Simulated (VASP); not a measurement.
```
CELL_PARAMETERS angstrom
      2.45788     0.00000     0.00000
     -1.22894     2.12858     0.00000
      0.00000     0.00000    19.99650
ATOMIC_POSITIONS crystal
  C  0.66667 0.33333 0.00000
  C  0.33333 0.66667 0.00000
```

The numbers are results of r2SCAN meta-GGA, VASP's PBE PAW potentials (set 64) (plane waves; VASP 6.6.1), not measurements. Run with 520 eV cut-off, 14×14×2 Γ-centred mesh, tetrahedra with Blöchl corrections, potentials C.

The cell holds a wide vacuum, so values per volume refer to the whole cell.

Question: Give the energies of bands 2 to 7 at the high-symmetry points, in eV from the Fermi level.

Answer: 
| band | Γ | M | K | A | L | H |
|---|---|---|---|---|---|---|
| 2 | -8.13 | -14.09 | -13.52 | -8.13 | -14.09 | -13.52 |
| 3 | -3.24 | -6.84 | -11.17 | -3.24 | -6.84 | -11.17 |
| 4 | -3.24 | -2.54 | 0.00 | -3.24 | -2.54 | 0.00 |
| 5 | 3.64 | 1.81 | 0.00 | 3.64 | 1.81 | 0.00 |
| 6 | 4.37 | 7.74 | 11.14 | 4.24 | 7.74 | 11.14 |
| 7 | 4.51 | 11.70 | 13.59 | 4.82 | 11.70 | 13.59 |

It has no gap at this level: it comes out as a metal or semimetal.

The cell is a sheet with vacuum, built from a database entry that may be metastable or hypothetical.
